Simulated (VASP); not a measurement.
Level of theory: PBE GGA, VASP's PBE PAW potentials (set 64) (plane waves; VASP).

The input files of a VASP run:

KPOINTS:
```
kpoints
0
G
 8 8 8
0 0 0
```

**INCAR**
```
SYSTEM  =  Si
PREC  =  Accurate; ENCUT  =  480; LREAL  =  .FALSE.
LASPH  =  .TRUE.
EDIFF  =  1E-7; NELM  =  100; ALGO  =  Normal
ISMEAR  =  0; SIGMA  =  0.05
GGA  =  PE
IBRION  =  2; NSW  =  30; ISIF  =  2
EDIFFG  =  -0.01
LWAVE  =  .FALSE.; LCHARG  =  .FALSE.
```

**POSCAR**
```
Si
1
    0.0000000000     2.7752202157     2.7752202157
    2.7752202157     0.0000000000     2.7752202157
    2.7752202157     2.7752202157     0.0000000000
Si
2
Direct
  0.0000000000   0.0000000000   0.0000000000
  0.2500000000   0.2500000000   0.2500000000
```

POTCAR, in this order: Si (PBE.64 set). Program: vasp_std.

What VASP printed:

**OSZICAR**
```
       N       E                     dE             d eps       ncg     rms          rms(c)
DAV:   1     0.446490351529E+01    0.44649E+01   -0.31574E+03   464   0.724E+02
DAV:   2    -0.107519664592E+02   -0.15217E+02   -0.14775E+02   728   0.778E+01
DAV:   3    -0.109685181206E+02   -0.21655E+00   -0.21655E+00   568   0.113E+01
DAV:   4    -0.109695489772E+02   -0.10309E-02   -0.10309E-02   728   0.858E-01
DAV:   5    -0.109695497395E+02   -0.76234E-06   -0.76208E-06   584   0.230E-02    0.448E+00
DAV:   6    -0.108705197537E+02    0.99030E-01   -0.62295E-02   544   0.130E+00    0.273E+00
DAV:   7    -0.108230090478E+02    0.47511E-01   -0.12482E-01   576   0.198E+00    0.148E-01
DAV:   8    -0.108241823055E+02   -0.11733E-02   -0.34333E-03   520   0.439E-01    0.730E-02
DAV:   9    -0.108243986204E+02   -0.21631E-03   -0.22497E-04   656   0.114E-01    0.525E-02
DAV:  10    -0.108244226467E+02   -0.24026E-04   -0.27976E-05   512   0.395E-02    0.685E-03
DAV:  11    -0.108244225772E+02    0.69418E-07   -0.59288E-07   752   0.531E-03
   1 F= -.10824423E+02 E0= -.10824423E+02  d E =-.108244E+02
```

OUTCAR:
```
------------------------ aborting loop because EDIFF is reached ----------------------------------------
  FORCE on cell =-STRESS in cart. coord.  units (eV):
  Direction    XX          YY          ZZ          XY          YZ          ZX
  --------------------------------------------------------------------------------------
  Total       -0.9590043     -0.9590043     -0.9590043     -0.0000000     -0.0000000      0.0000000
  in kB      -35.9425402    -35.9425402    -35.9425402     -0.0000000     -0.0000000      0.0000000
  external PRESSURE =     -35.9425402 kB  Pullay stress =       0.0000000 kB
  volume of cell :       42.75
      direct lattice vectors                 reciprocal lattice vectors
     0.000000000  2.775220216  2.775220216    -0.180165883  0.180165883  0.180165883
     2.775220216  0.000000000  2.775220216     0.180165883 -0.180165883  0.180165883
     2.775220216  2.775220216  0.000000000     0.180165883  0.180165883 -0.180165883
 POSITION                                       TOTAL-FORCE (eV/Angst)
 -----------------------------------------------------------------------------------
      0.00000      0.00000      0.00000        -0.000000     -0.000000     -0.000000
      1.38761      1.38761      1.38761         0.000000      0.000000      0.000000
 -----------------------------------------------------------------------------------
    total drift:                                0.000000      0.000000     -0.000000
  FREE ENERGIE OF THE ION-ELECTRON SYSTEM (eV)
  ---------------------------------------------------
  free  energy   TOTEN  =       -10.8244225772 eV

  energy  without entropy=      -10.8244225772  energy(sigma->0) =      -10.82442258

 reached required accuracy - stopping structural energy minimisation
```
(Selected blocks of OUTCAR.)

The compound is Si in the diamond structure. This cell was strained or had an atom moved on purpose.
